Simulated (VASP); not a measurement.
```xyz
2
Lattice="0.0000 2.0700 2.0700 2.0700 0.0000 2.0700 2.0700 2.0700 0.0000" Properties=species:S:1:pos:R:3 pbc="T T T"
V      0.0000     0.0000     0.0000
N      2.0700     2.0700     2.0700
```

The base run (VASP): PBE GGA, plane waves, VASP's PBE PAW potentials (set 64). Numerical set-up: 520 eV cut-off, 14×14×14 Γ-centred mesh, first-order Methfessel-Paxton smearing of 0.10 eV, potentials V_sv N.

One setting is varied; ΔE counts from the base run. The base run took about 20 core-seconds. Costs are core time on shared hosts, one run each; read them as rough ratios.

```tsv
setting	cost over the base run	electronic steps	ΔE (meV/atom)
base run	reference	13	0.0
AMIX = 1.0, BMIX = 0.0001, IMIX = 4	within a factor of 2	16	0.0
AMIX = 0.2, BMIX = 0.0001, IMIX = 4	within a factor of 2	16	0.0
AMIX = 0.1, BMIX = 3.0, IMIX = 4	within a factor of 2	16	0.0
AMIX = 0.05, BMIX = 0.0001, IMIX = 1	about 5 times	81	0.0
```

Left out are runs that failed, have no time on record or changed the cell.

The compound is VN in the rock salt structure, which distorts at low temperature. The cell was not relaxed at this level.
